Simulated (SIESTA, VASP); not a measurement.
Given: the input of a run of VASP 6.6.1 on In3SbTe4. The cell comes from a database or a generator and needn't be the stable form of this composition.

The input INCAR:

```
ALGO = Normal
EDIFF = 1E-7
ENCUT = 520
GGA = PE
ISIF = 2
ISMEAR = -1
LASPH = True
LCHARG = False
LREAL = False
LWAVE = False
NBANDS = 44
NELM = 100
PREC = Accurate
SIGMA = 0.05
```

KPOINTS

```
k-points
0
Gamma
  5 5 5
```

POSCAR

```
In3SbTe4
1.0
   -4.1701150000      4.1701150000      3.6065670000
    4.1701150000     -4.1701150000      3.6065670000
    4.1701150000      4.1701150000     -3.6065670000
Te Sb In
4 1 3
Direct
    0.4409510000      0.5590490000      0.5000000000
    0.0590490000      0.9409510000      0.5000000000
    0.5590490000      0.0590490000      0.1180980000
    0.9409510000      0.4409510000      0.8819020000
    0.0000000000      0.0000000000      0.0000000000
    0.0000000000      0.5000000000      0.5000000000
    0.5000000000      0.0000000000      0.5000000000
    0.5000000000      0.5000000000      0.0000000000
```

Potentials or basis: VASP PAW PBE potentials, release 64 (Te, Sb, In_d).

Launch:

```bash
$ cat potpaw_PBE.64/Te/POTCAR potpaw_PBE.64/Sb/POTCAR potpaw_PBE.64/In_d/POTCAR > POTCAR
$ mpirun -np 1 vasp_std > vasp.out
```

Question: Set up the same calculation for SIESTA 5.4.2. Potentials or basis there: files PseudoDojo sr-pbe-0.4.1-standard, DZP (energy shift 0.003 Ry; two zetas on semicore shells).

Answer: As run (cutoffs and basis follow the program's own potentials, and thresholds, step limits or extra output files can differ):

The input In3SbTe4.fdf:

```
SystemName                      In3SbTe4
SystemLabel                     In3SbTe4
NumberOfSpecies                 3
NumberOfAtoms                   8
%block ChemicalSpeciesLabel
  1  52 Te
  2  51 Sb
  3  49 In
%endblock ChemicalSpeciesLabel

LatticeConstant                 1.0 Ang
%block LatticeVectors
    -4.1701150000     4.1701150000     3.6065670000
     4.1701150000    -4.1701150000     3.6065670000
     4.1701150000     4.1701150000    -3.6065670000
%endblock LatticeVectors
AtomicCoordinatesFormat         Fractional
%block AtomicCoordinatesAndAtomicSpecies
     0.4409510000     0.5590490000     0.5000000000  1  Te
     0.0590490000     0.9409510000     0.5000000000  1  Te
     0.5590490000     0.0590490000     0.1180980000  1  Te
     0.9409510000     0.4409510000     0.8819020000  1  Te
     0.0000000000     0.0000000000     0.0000000000  2  Sb
     0.0000000000     0.5000000000     0.5000000000  3  In
     0.5000000000     0.0000000000     0.5000000000  3  In
     0.5000000000     0.5000000000     0.0000000000  3  In
%endblock AtomicCoordinatesAndAtomicSpecies

%block kgrid.MonkhorstPack
    5   0   0  0.0
    0   5   0  0.0
    0   0   5  0.0
%endblock kgrid.MonkhorstPack
XC.Functional                   GGA
XC.Authors                      PBE
PAO.BasisSize                   DZP
PAO.EnergyShift                 0.003 Ry
Mesh.Cutoff                     500 Ry
OccupationFunction              FD
ElectronicTemperature           0.05 eV
MaxSCFIterations                120
SCF.MustConverge                false
SCF.Mixer.Method                Pulay
SCF.Mixer.Weight                0.25
SCF.Mixer.History               8
SCF.DM.Tolerance                5.0e-05
SCF.H.Tolerance                 1.0e-03 eV
WriteForces                     true
Charge.Mulliken                 end
%block PAO.Basis
  Te 4
  n=5 0 2
    5.635 0.000
  n=5 1 2
    7.297 0.000
  n=4 2 2
    3.260 0.000
  n=5 2 1
    7.297
  Sb 4
  n=5 0 2
    5.984 0.000
  n=5 1 2
    7.890 0.000
  n=4 2 2
    3.483 0.000
  n=5 2 1
    7.890
  In 4
  n=5 0 2
    6.996 0.000
  n=5 1 2
    9.500 0.000
  n=4 2 2
    4.106 0.000
  n=5 2 1
    9.500
%endblock PAO.Basis
```

Potentials or basis: PseudoDojo 0.4 standard (PBE files), converted to PSML, two zetas on semicore shells, DZP (energy shift 0.003 Ry; two zetas on semicore shells).

Launch:

```bash
$ siesta < In3SbTe4.fdf > In3SbTe4.out 2>&1
```

Both were run:

|  | VASP | SIESTA |
| --- | --- | --- |
| Pressure | 0.2 GPa | 0.7 GPa |

The potentials hold 68 and 118 valence electrons a cell.

Pressure is positive in compression.
